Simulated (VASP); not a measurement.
A convergence study with VASP on ZrS2 (1T layered): one setting is varied, all else stays as given below, so the limit is that of these other settings.

```yaml
crystal:
  lattice:
    - [1.83000, -3.16965, 0.00000]
    - [1.83000, 3.16965, 0.00000]
    - [0.00000, 0.00000, 5.82000]
  atoms:
    - { symbol: Zr, position: [0.00000, 0.00000, 0.00000] }
    - { symbol: S, position: [0.33333, 0.66667, 0.25000] }
    - { symbol: S, position: [0.66667, 0.33333, 0.75000] }
```

All values below come from PBE GGA, VASP's PBE PAW potentials (set 64) (plane waves; VASP). The tightest run used: 550 eV cut-off, 16×16×10 Γ-centred mesh, Gaussian smearing of 0.050 eV, potentials Zr_sv S.

The reference is 16×16×10 mesh, which took about 4 core-minutes. The timings are rough (shared machines, no repeats); factors under 2 mean little.

Task: Of the settings 1×1×1 mesh; 2×2×1 mesh; 3×3×2 mesh; 4×4×2 mesh; 5×5×3 mesh; 6×6×4 mesh; 7×7×4 mesh; 8×8×5 mesh; 9×9×6 mesh; 10×10×6 mesh; 11×11×7 mesh; 12×12×8 mesh; 13×13×8 mesh; 14×14×9 mesh; 15×15×9 mesh; 16×16×10 mesh, which is the lowest that keeps the difference from the reference in E (eV/atom) within 0.001 from there on, and what does it cost?

Result: 8×8×5 mesh; its cost over the reference is about 1/5.
| setting | difference in E (eV/atom) | cost over the reference |
|---|---|---|
| 1×1×1 mesh | 2.5210 | about 1/20 |
| 2×2×1 mesh | 0.2614 | about 1/20 |
| 3×3×2 mesh | 0.0602 | about 1/10 |
| 4×4×2 mesh | 0.0254 | about 1/10 |
| 5×5×3 mesh | 0.0089 | about 1/9 |
| 6×6×4 mesh | 0.0033 | about 1/10 |
| 7×7×4 mesh | 0.0013 | about 1/9 |
| 8×8×5 mesh | 0.0005 | about 1/5 |
| 9×9×6 mesh | 0.0002 | about 1/3 |
| 10×10×6 mesh | 0.0001 | about 1/3 |
| 11×11×7 mesh | 0.0000 | about 1/3 |
| 12×12×8 mesh | 0.0000 | about 1/2 |
| 13×13×8 mesh | 0.0000 | within a factor of 2 |
| 14×14×9 mesh | 0.0000 | within a factor of 2 |
| 15×15×9 mesh | 0.0000 | within a factor of 2 |
| 16×16×10 mesh | 0.0000 | reference |

Left out are rungs that failed or repeat a setting and relaxations that didn't move; long series are thinned to 24 rows.

The compound is ZrS2 in the 1T layered structure. The cell was not relaxed at this level, forces remain on its atoms.
